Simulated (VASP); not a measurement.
Energy against volume of KCl (rock salt). Method: r2SCAN meta-GGA, VASP's PBE PAW potentials (set 64) (plane waves; VASP 6.6.1).

| V (Å³/atom) | E (eV/atom) |
|---|---|
| 29.241 | -8.24478 |
| 30.174 | -8.25106 |
| 31.107 | -8.25325 |
| 32.040 | -8.25202 |
| 32.974 | -8.24790 |

Question: Fit a third-order Birch-Murnaghan equation of state.

Answer: 
```
Property                                          Value
---------------------------------------  --------------
volume per atom                          31.21 Å^3/atom
bulk modulus                                   193 kbar
pressure derivative of the bulk modulus            4.82
lattice constant a                              6.297 Å
```

The compound is KCl in the rock salt structure. It was relaxed first.
